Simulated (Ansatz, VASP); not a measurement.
**BP: VASP beside Ansatz**

Wanted: the spread between two codes on one cell, functional and k mesh. The cell is taken from a series of runs on this material, whose earlier steps may have relaxed, scaled, displaced or heated it; both programs get it as it stands.

Calculated with Ansatz 0.2.0; plane waves, with VASP 6.6.1 beside it; single point at HSE06.

### 1. The structure

The structure is cubic, space group F-43m (No. 216). The conventional cell has a = 4.520 Å, b = 4.520 Å, c = 4.520 Å, α = 90.00°, β = 90.00°, γ = 90.00°. Nearest to P lie 4 B at 1.96 Å. Nearest to B lie 4 P at 1.96 Å. Farther neighbours are not listed.

### 2. VASP: single point, HSE06

A single point gives forces, pressure and levels at one fixed geometry, so differences don't come from the geometry; what else differs is listed under the comparison.

Lines of VASP's logs that name or quote its potential files are left out, and so is its time.

The run reads the wave functions of an earlier VASP run, which isn't shown here.

INCAR

```
SYSTEM = BP
PREC = Accurate
ENCUT = 420
EDIFF = 1E-06
NELM = 100
ISMEAR = -1
SIGMA = 0.02
LREAL = .FALSE.
ALGO = Normal
LHFCALC = .TRUE.
AEXX = 0.25
GGA = PE
HFSCREEN = 0.208
LASPH = .TRUE.
NBANDS = 10
PRECFOCK = Fast
LORBIT = 11
LWAVE = .FALSE.
LCHARG = .FALSE.
ISIF = 2
```

POSCAR

```
BP
1.0
    0.0000000000      2.2599796370      2.2599796370
    2.2599796370      0.0000000000      2.2599796370
    2.2599796370      2.2599796370      0.0000000000
P B
1 1
Direct
    0.7500000000      0.7500000000      0.7500000000
    0.0000000000      0.0000000000      0.0000000000
```

KPOINTS

```
Automatic mesh
0
Gamma
7 7 7
0 0 0
```

PAW data sets: P and B (PBE family, release 64).

On the command line:

```sh
$ export OMP_NUM_THREADS=3
$ mpirun -np 1 vasp_std
```

Numbers of over 12 decimals in the logs are rounded to 6 here.

The program printed:

```text
[banner, memory and clock lines left out]
running    1 mpi-ranks, on    1 nodes
 distrk:  each k-point on    1 cores,    1 groups
 distr:  one band on    1 cores,    1 groups
 Offloading initialized ...    1 GPUs detected
 POSCAR found type information on POSCAR P B
 POSCAR found :  2 types and       2 ions
 LDA part: xc-table for (Slater+PW92), standard interpolation
 found WAVECAR, reading the header
 POSCAR, INCAR and KPOINTS ok, starting setup
 FFT: planning ... GRIDC
 FFT: planning ... GRID_SOFT
 FFT: planning ... GRID
 reading WAVECAR
 the WAVECAR file was read successfully
 initial charge from wavefunction
 entering main loop
       N       E                     dE             d eps       ncg     rms          rms(c)
DAV:   1    -0.148338358483E+02   -0.14834E+02   -0.25764E-01   432   0.344E+00    0.162E+00
DAV:   2    -0.148353490831E+02   -0.15132E-02   -0.40677E-03   484   0.454E-01    0.106E+00
DAV:   3    -0.148350132101E+02    0.33587E-03   -0.21016E-04   450   0.113E-01    0.607E-01
DAV:   4    -0.148348891496E+02    0.12406E-03   -0.40956E-05   464   0.506E-02    0.341E-01
DAV:   5    -0.148348469213E+02    0.42228E-04   -0.12309E-05   450   0.278E-02    0.191E-01
DAV:   6    -0.148348321629E+02    0.14758E-04   -0.44255E-06   468   0.166E-02    0.106E-01
DAV:   7    -0.148348273226E+02    0.48404E-05   -0.13892E-06   270   0.944E-03    0.591E-02
DAV:   8    -0.148348257398E+02    0.15828E-05   -0.54652E-07   204   0.580E-03    0.325E-02
DAV:   9    -0.148348252319E+02    0.50787E-06   -0.17417E-07   200   0.317E-03
   1 F= -.14834825E+02 E0= -.14834825E+02  d E =-.116969E-12
```

From OUTCAR (step 2):

```text
ion  position               nearest neighbor table
   1  0.750  0.750  0.750-   2 1.96   2 1.96   2 1.96   2 1.96
   2  0.000  0.000  0.000-   1 1.96   1 1.96   1 1.96   1 1.96

  LATTYP: Found a face centered cubic cell.
 ALAT       =     4.5199592740

 Subroutine GETGRP returns: Found 24 space group operations
 (whereof 24 operations were pure point group operations)

The static configuration has the point symmetry T_d .

 Found     20 irreducible k-points:

   k-points           NKPTS =     20   k-points in BZ     NKDIM =    343   number of bands    NBANDS=     10

   dimension x,y,z NGX =    24 NGY =   24 NGZ =   24
   dimension x,y,z NGXF=    48 NGYF=   48 NGZF=   48

   ENCUT  =  420.0 eV  30.87 Ry    5.56 a.u.   5.34  5.34  5.34*2*pi/ulx,y,z

   NELECT =       8.0000    total number of electrons

 k-points in reciprocal lattice and weights: Automatic mesh
   0.00000000  0.00000000  0.00000000       0.003
   0.14285714  0.00000000  0.00000000       0.023
   0.28571429  0.00000000  0.00000000       0.023
   0.42857143  0.00000000  0.00000000       0.023
   0.14285714  0.14285714  0.00000000       0.017
   0.28571429  0.14285714  0.00000000       0.070
   0.42857143  0.14285714  0.00000000       0.070
  -0.42857143  0.14285714  0.00000000       0.070
  -0.28571429  0.14285714  0.00000000       0.070
[...]
-0.42857143  0.42857143  0.14285714       0.070
  -0.28571429  0.42857143  0.14285714       0.070

  exchange ACFDT corr.  =         0.00000000  see jH, gK, PRB 81, 115126

 average (electrostatic) potential at core
       1 -77.6649       2 -21.6032

 E-fermi :   7.6509

 k-point     1 :       0.0000    0.0000    0.0000
  band No.  band energies     occupation
      1     -10.0607      2.00000
      2       7.1493      2.00000
      3       7.1493      2.00000
      4       7.1493      2.00000
      5      11.5011      0.00000
      6      11.5011      0.00000
      7      11.5011      0.00000
      8      16.0245      0.00000
      9      19.8313      0.00000
    ...

 k-point     2 :       0.1429    0.0000    0.0000
  band No.  band energies     occupation
      1      -9.6543      2.00000
      2       4.6760      2.00000
      3       6.5830      2.00000
      4       6.5830      2.00000
      5      12.1197      0.00000
      6      12.2879      0.00000
      7      12.2879      0.00000
      8      17.0397      0.00000
      9      19.4894      0.00000
    ...

 k-point     3 :       0.2857    0.0000    0.0000
  band No.  band energies     occupation
      1      -8.4712      2.00000
      2       0.8465      2.00000
      3       5.7411      2.00000
      4       5.7411      2.00000
      5      12.1319      0.00000
      6      13.0531      0.00000
      7      13.0531      0.00000
      8      18.5115      0.00000
      9      19.7125      0.00000
    ...

  Total       -0.0059200     -0.0059200     -0.0059200      0.0000000      0.0000000      0.0000000
  in kB       -0.4108568     -0.4108568     -0.4108568      0.0000000      0.0000000      0.0000000
  external PRESSURE =      -0.4108568 kB  Pullay stress =       0.0000000 kB

  energy-cutoff  :      420.00
  volume of cell :       23.09
      direct lattice vectors                 reciprocal lattice vectors
     0.000000000  2.259979637  2.259979637    -0.221240931  0.221240931  0.221240931
     2.259979637  0.000000000  2.259979637     0.221240931 -0.221240931  0.221240931
     2.259979637  2.259979637  0.000000000     0.221240931  0.221240931 -0.221240931

 POSITION                                       TOTAL-FORCE (eV/Angst)
 -----------------------------------------------------------------------------------
      3.38997      3.38997      3.38997         0.000000      0.000000      0.000000
      0.00000      0.00000      0.00000        -0.000000     -0.000000     -0.000000
 -----------------------------------------------------------------------------------
    total drift:                                0.000000      0.000000      0.000000

  FREE ENERGIE OF THE ION-ELECTRON SYSTEM (eV)
  ---------------------------------------------------
  free  energy   TOTEN  =       -14.8348252319 eV

  energy  without entropy=      -14.8348252319  energy(sigma->0) =      -14.83482523

 total charge
# of ion       s       p       d       tot
------------------------------------------
    1        0.990   1.599   0.000   2.589
    2        0.671   1.287   0.000   1.959
--------------------------------------------------
tot          1.662   2.886   0.000   4.548

[... 3 further parts left out ...]
```

The run ends at a pressure of -0.04 GPa.

### 3. Ansatz: single point, HSE06

Ansatz runs on its PAW soft_1 files.

The same cell, functional, mesh and smearing now go to Ansatz.

input.yaml

```yaml
crystal:
  lattice:
    - [0.0, 2.259979637, 2.259979637]
    - [2.259979637, 0.0, 2.259979637]
    - [2.259979637, 2.259979637, 0.0]
  atoms:
    - { symbol: P, position: [0.75, 0.75, 0.75] }
    - { symbol: B, position: [0.0, 0.0, 0.0] }
kpoints:
  mp_grid: { grid: [7, 7, 7] }
scf:
  occupations: { method: fermi_dirac, width: 0.02 }
hamiltonian:
  xc: hse06
  pseudopotentials: { kind: paw, azcp: { folder: soft_1 } }
basis:
  ecutwfc: 600
output:
  forces: true
  stress: true
```

On the command line:

```sh
$ ansatz run input.yaml --threads 8 --pin off --max-ram 18432MiB --backend cpu --events-out ev --progress --plain --runs-dir out
```

The program printed:

```text
Warning: output.stress: scf.convergence.dr2_threshold = 1e-7 eV (the SCF's general default) is looser than the 2e-10 eV advised for a printed stress (1e-10 eV for each atom of the cell: 2). What an SCF threshold leaves in a stress goes as its square root, and in the free energy as the threshold itself, and one threshold admits the most on a small cell: [figures from the program's tests cut] Set scf.convergence.dr2_threshold to 2e-10 eV or tighter. The threshold is an SCF's pass mark: one that does not reach it within its budget of iterations ends unconverged, or closes short of it on a stop that the run arms, and scf.convergence.dr2_threshold's page says what that costs each kind of run
Warning: output.stress: scf.exx.energy_threshold = 1e-6 eV is looser than the 2e-8 eV advised for a stress under a hybrid functional (1e-8 eV for each atom of the cell: 2). Every SCF of the exchange loop can meet its threshold on dr2 while the loop round them stops early: no threshold on dr2 bounds what that leaves in the stress. Set scf.exx.energy_threshold to 2e-8 eV or tighter. The threshold is the loop's pass mark: a loop that does not reach it within its budget of cycles ends unconverged, and scf.exx.energy_threshold's page has the law
Engine: ansatz 0.2.0, aarch64-unknown-linux-gnu
Pseudopotentials: kind: paw
Pseudopotential: P, paw, valence charge 5, recommended cutoff 420 eV (normal), soft_1/P.paw.azcp
Pseudopotential: B, paw, valence charge 3, recommended cutoff 420 eV (normal), soft_1/B.paw.azcp
Functional definition: HSE06
  parameter a = 0.25
  parameter omega = 0.11/bohr
  exchange = pbe_x - a*pbe_x_sr(omega) + a*exact_x_sr(omega)
  correlation = pbe_c
Crystal: 2 atoms, lattice volume = 23.086 Å³
Basis set: ecut = 600 eV, 749 PW (Γ), exchange–correlation on 54×54×54 points (8 copies of the dense FFT grid, shifted against one another)
Bands: 8, of which v1, the nominal top of the filled ones, is band 4 counted from 1 (3 counted from 0)
Symmetry: 24 space group operations
Space group: F-43m (ITA 216), of the structure as read, at distance tolerance 2.8e-5 Å
k-points: 20 of 343 (time reversal used)
Non-local potential: P, projectors of the file, l = 0: 2, l = 1: 2, l = 2: 1
Non-local potential: B, projectors of the file, l = 0: 2, l = 1: 2, l = 2: 1
PAW form: soft (Blöchl's): semilocal exchange-correlation on the pseudo side does not see the compensation charge
PAW frozen core: P, regenerated for the run's functional, and the local potential with it (the file was generated under x = pbe(κ = 0.804, μ = 0.219515), c = pbe(β = 0.066725))
PAW frozen core: B, regenerated for the run's functional, and the local potential with it (the file was generated under x = pbe(κ = 0.804, μ = 0.219515), c = pbe(β = 0.066725))
PAW one-centre angular grid: P, 110 points (default); XC on 64 Gauss nodes
PAW one-centre angular grid: B, 110 points (default); XC on 64 Gauss nodes
Initial density: superposition of atomic densities (chi_scale 0.1, normalization cell, long waves kept (reshape's long-wave potential 0.00 eV rms))
Initial wavefunctions: pseudopotential atomic-orbital guess
Functional: x = pbe(κ = 0.804, μ = 0.219515), c = pbe(β = 0.066725), warm-up for x = pbe(κ = 0.804, μ = 0.219515) + 0.25 (exact − pbe) at short range (hse, ω = 0.207870 Å⁻¹), c = pbe(β = 0.066725); HSE06 as pw.x's `hse` composes it (authors' and Libxc's form: `xc: wpbeh`)
SCF iter   1: F=—  HF=-913.169191 eV  |F-HF|=—  |Δ(HF+E_count)|=         —  Δρ=9.41e-2  dr2=2.29e0  ethr=1.00e-1  ⟨swp⟩=4.8  Hψ=582  notcnv=0
preconditioner: auto → none  [insulator: Δε(μ)=1.952 eV  Ē_g=13.025 eV  σ=0.020 eV  W_gap=1.00  n_scr=0 (ndim 8)  ℏωp=21.9 eV  f_vac=0.000  D(μ)=0.00/eV (n_scr^D=0)]
iter 2 solved again at ethr=1.90e-3 eV; its pass at ethr=2.86e-2 eV (dr2=1.52e-1 eV) is discarded
SCF iter   2: F=—  HF=-912.476812 eV  |F-HF|=—  |Δ(HF+E_count)|=   6.92e-1  Δρ=3.05e-2  dr2=1.61e-1  ethr=1.90e-3  ⟨swp⟩=3.0  Hψ=725  notcnv=0  defer=2
SCF iter   3: F=—  HF=-912.437388 eV  |F-HF|=—  |Δ(HF+E_count)|=   3.94e-2  Δρ=1.21e-2  dr2=2.07e-2  ethr=1.90e-3  ⟨swp⟩=2.0  Hψ=320  notcnv=0
SCF iter   4: F=—  HF=-912.434767 eV  |F-HF|=—  |Δ(HF+E_count)|=   2.62e-3  Δρ=1.36e-3  dr2=2.60e-4  ethr=2.59e-4  ⟨swp⟩=3.0  Hψ=348  notcnv=0  defer=4
SCF iter   5: F=-912.434832 eV  HF=-912.434832 eV  |F-HF|=3.80e-7  |Δ(HF+E_count)|=   6.47e-5  Δρ=1.55e-4  dr2=3.61e-6  ethr=3.25e-6  ⟨swp⟩=3.2  Hψ=407  notcnv=0  defer=3
SCF 1 stopped early in 5 iterations: F = -912.434832 eV  dr2 = 3.61e-6
  greatest PAW one-centre occupation: 0.765 electrons in one spin orbital (limit 2), on the P atom at site 0 (counted from 0), in its partial waves of l = 0
Initial density: handed on by an earlier stage of this run
Initial wavefunctions: those handed on with the density
Functional: x = pbe(κ = 0.804, μ = 0.219515) + 0.25 (exact − pbe) at short range (hse, ω = 0.207870 Å⁻¹), c = pbe(β = 0.066725); HSE06 as pw.x's `hse` composes it (authors' and Libxc's form: `xc: wpbeh`)
Exchange kernel: α = 0.2500, screened, ω = 0.2079 Å⁻¹, Wigner–Seitz truncation, v(0) = 1046.1497 eV·Å³, q-mesh 7×7×7, nearest image of the exchange supercell L = 22.37 Å, pair-density grid 15×15×15, without the augmentation charges, whose exchange is taken in its separable form by FFT convolution over the k-point mesh (sized by the pseudopotential files, 24×24×24 at the most), smooth part of the exact exchange by density-matrix convolution
Frozen-core exchange: fock
SCF iter   1: F=—  HF=-913.130539 eV  |F-HF|=—  |Δ(HF+E_count)|=         —  Δρ=4.56e-3  dr2=2.76e-3  ethr=4.52e-7  ⟨swp⟩=7.8  Hψ=967  notcnv=0
preconditioner: auto → none  [insulator: Δε(μ)=1.898 eV  Ē_g=14.678 eV  σ=0.020 eV  W_gap=1.00  n_scr=0 (ndim 8)  ℏωp=21.9 eV  f_vac=0.000  D(μ)=0.00/eV (n_scr^D=0)]
SCF iter   2: F=—  HF=-913.129301 eV  |F-HF|=—  |Δ(HF+E_count)|=   1.24e-3  Δρ=1.08e-3  dr2=3.86e-4  ethr=4.52e-7  ⟨swp⟩=4.0  Hψ=466  notcnv=0
SCF iter   3: F=—  HF=-913.131403 eV  |F-HF|=—  |Δ(HF+E_count)|=   2.10e-3  Δρ=5.50e-4  dr2=5.39e-5  ethr=4.52e-7  ⟨swp⟩=4.0  Hψ=506  notcnv=0
SCF iter   4: F=—  HF=-913.131386 eV  |F-HF|=—  |Δ(HF+E_count)|=   1.76e-5  Δρ=1.42e-4  dr2=1.08e-5  ethr=4.52e-7  ⟨swp⟩=2.0  Hψ=240  notcnv=0
SCF iter   5: F=—  HF=-913.131422 eV  |F-HF|=—  |Δ(HF+E_count)|=   3.62e-5  Δρ=1.35e-4  dr2=5.01e-6  ethr=5.78e-8  ⟨swp⟩=3.2  Hψ=329  notcnv=0
SCF iter   6: F=-913.131420 eV  HF=-913.131420 eV  |F-HF|=3.72e-9  |Δ(HF+E_count)|=   1.74e-6  Δρ=7.58e-6  dr2=3.65e-7  ethr=5.78e-8  ⟨swp⟩=2.2  Hψ=247  notcnv=0
SCF 2 stopped early in 6 iterations: F = -913.131420 eV  dr2 = 3.65e-7
  greatest PAW one-centre occupation: 0.761 electrons in one spin orbital (limit 2), on the P atom at site 0 (counted from 0), in its partial waves of l = 0
hybrid outer 1: dexx = +2.413e-3 eV, tail = 9.65e-7 eV
Exchange kernel: α = 0.2500, screened, ω = 0.2079 Å⁻¹, Wigner–Seitz truncation, v(0) = 1046.1497 eV·Å³, q-mesh 7×7×7, nearest image of the exchange supercell L = 22.37 Å, pair-density grid 15×15×15, without the augmentation charges, whose exchange is taken in its separable form by FFT convolution over the k-point mesh (sized by the pseudopotential files, 24×24×24 at the most), smooth part of the exact exchange by density-matrix convolution
Frozen-core exchange: fock
SCF iter   1: F=—  HF=-913.131396 eV  |F-HF|=—  |Δ(HF+E_count)|=         —  Δρ=1.82e-5  dr2=7.71e-8  ethr=6.03e-8  ⟨swp⟩=5.2  Hψ=500  notcnv=0
preconditioner: auto → none  [insulator: Δε(μ)=1.949 eV  Ē_g=14.689 eV  σ=0.020 eV  W_gap=1.00  n_scr=0 (ndim 8)  ℏωp=21.9 eV  f_vac=0.000  D(μ)=0.00/eV (n_scr^D=0)]
SCF iter   2: F=-913.131396 eV  HF=-913.131396 eV  |F-HF|=1.33e-10  |Δ(HF+E_count)|=   2.00e-8  Δρ=3.89e-6  dr2=2.23e-9  ethr=8.81e-10  ⟨swp⟩=3.0  Hψ=304  notcnv=0
SCF 3 converged in 2 iterations: F = -913.131396 eV  dr2 = 2.23e-9
  Residual-converged pass: ⟨swp⟩=3.0  Hψ=319  notcnv=0  max |occ|·‖R‖ = 2.3e-6 eV (tolerance 2.4e-6 eV)  dr2=2.30e-9  dr2_onsite=3.58e-11  max |Δocc| = 0.0e0
hybrid outer 2: dexx = +1.306e-8 eV, tail = 4.63e-9 eV, Δε = 4.58e-4 eV (about 3.55e-5 eV left of the loop's levels)
hybrid SCF converged: 2 outer / 8 inner (+5 warm-up), last move |dexx| = 1.31e-8 eV, tail = 4.63e-9 eV
Stability not checked: this state was not tested for a lower state beside it, because the functional holds exact exchange (a hybrid, or Hartree-Fock), whose exchange loop this test does not read (fock_operator; see scf.lower_state_search)
Free energy (F): -913.131396 eV
Frozen-core exchange: fock
Harris-Foulkes:  -913.131396 eV  (|F-HF|=1.33e-10)
Internal energy: -913.131396 eV  (E = F + TS)
E sigma→0 (E₀):  -913.131396 eV
Fermi energy:    9.960970 eV
--- Per-component energies (eV) ---
  E_band       = 14.255428
  E_kinetic    = 121.262753
  E_local      = -59.833848  (includes V_loc(G=0)·N_el)
  E_nonlocal   = 39.060440
  E_hartree    = 16.956098
  E_xc         = -86.990893
  E_vxc        = -82.325053  (∫ρ·V_xc dr)
  E_exx        = -13.785634  (= α·E_x^exact, valence–valence)
  E_paw        = -643.081089  (= ΣΔE_a)
  E_vpaw       = -10.249859  (= ΣTr[D̂ρ^β])
  E_aug_tail   = -0.000000  (compensation charges beyond the density's cutoff)
  E_ewald      = -286.631014
  E_core_change = -0.088209  (= ΣΔE_core)
  E_smearing   = -0.000000  (= −TS)
  E_closure    = 0.000000  (closes the sum)
  Σ components = -913.131396   (vs F -913.131396, Δ=-1.14e-13)
--- Forces (eV/Å), atoms counted from 1 ---
  atom   1  P      0.00000000    -0.00000000    -0.00000000
  atom   2  B     -0.00000000     0.00000000    -0.00000000
  max |Σ_I F_I| component: 2.22e-16 eV/Å
--- Stress (GPa, compression-positive) ---
        0.444162       0.000000      -0.000000
       -0.000000       0.444162       0.000000
       -0.000000       0.000000       0.444162
  P = ⅓ Tr σ = 0.4442 GPa (4.442 kbar)
--- Band table (eV; the first three rows and the last of 20) ---
  k-point 0: bands = ["-8.2104", "8.9932", "8.9932", "8.9932", "13.3521", "13.3521"]
  k-point 1: bands = ["-7.8042", "6.5228", "8.4276", "8.4276", "13.9651", "14.1363"]
  k-point 2: bands = ["-6.6212", "2.6933", "7.5856", "7.5856", "13.9750", "14.8976"]
  k-point 19: bands = ["-2.7270", "0.0130", "2.2112", "4.0992", "13.9431", "16.9640"]
  guard bands above this table: 2 of the run's 8 bands. The solve was not asked for them (output.publish_guard_bands: true or output.eigenvalues: true publishes all)
```

The column dr2 measures how far the density is from self-consistency, as an energy; F and HF (Harris–Foulkes) agree once it is small.

The run ends at a pressure of 0.44 GPa.

### 4. Side by side

Known differences besides the potentials themselves: exact exchange at q = 0 is treated differently, which shows on coarse meshes; VASP keeps PBE cores, Ansatz makes them for the functional; the cutoff is 600 eV in Ansatz and 420 eV in VASP; VASP takes a coarser grid for exact exchange (PRECFOCK = Fast). Total energies have different zeros and are not compared.

Compared:

```tsv
quantity	Ansatz	VASP	difference
pressure (GPa)	0.44	-0.04	+0.49
gap on the k mesh (eV)	1.949	1.944	+0.006
```

A gap on the mesh is an upper bound, since the band edges may lie between its points.

### 5. Results

```yaml
difference_in_gap_on_the_k_mesh_single_point_hse06: 0.0059 eV
```

In words: The difference in gap on the k mesh is 0.0059 eV (single point, HSE06), within the 0.08 eV picked in this series as the mark of a large difference. Such differences can come from data sets, numerical settings and the points named under the comparisons, not from the functional's error against experiment.

[Lines on the potential files, build, host, timing and source positions are cut from VASP's logs without a mark.]

[Logs are printed without paths, hosts, clocks, repeated set-up lines and the standing remarks that a program may print on its own settings, such as how far it seeks lower states.]

[Hosts, paths, dates, database ids (printed as entryN), source tags and the programs' standing remarks are cut or masked in the printed files.]
